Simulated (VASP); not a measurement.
SiB:

```
CELL_PARAMETERS angstrom
0.00000 2.28747 2.28747
2.28747 0.00000 2.28747
2.28747 2.28747 0.00000
ATOMIC_POSITIONS crystal
Si 0.00000 0.00000 0.00000
B 0.50000 0.50000 0.50000
```

The cell was built by a generator and needn't be a form met in nature.

```yaml
Program: VASP 6.6.1
Task: relaxation of cell and atoms
Functional: PBE
Potentials_or_basis: VASP PAW PBE potentials, release 64 (Si, B)
Cutoff: 520 eV
k_mesh: 8 × 8 × 8
Occupations: gaussian, width 0.15 eV
Spin: no spin polarisation
```

At the start: pressure -19.8 GPa; volume 11.97 Å³/atom.

Task: How do energy, volume and symmetry change on relaxing?

Result: Over 3 steps the energy falls by 133.4 meV/atom and the volume is 10.07 Å³/atom (-15.8 %); space group Fm-3m (No. 225, to 0.05 Å).

The path:
```
step  energy change (eV)  largest force (eV/Å)  pressure (GPa)  volume (Å³)
   1              0.0000                0.0000          -19.79        23.94
   2             -0.2418                0.0000            8.76        19.17
   3             -0.2668                0.0000           -0.03        20.15
```

Final structure:
```xyz
2
Lattice="0.0000 2.1597 2.1597 2.1597 0.0000 2.1597 2.1597 2.1597 0.0000" Properties=species:S:1:pos:R:3 pbc="T T T"
Si    0.0000    0.0000    0.0000
B     2.1597    2.1597    2.1597
```

Caveat: the volume moved by over 15 % at a fixed basis, so the end points are rough.
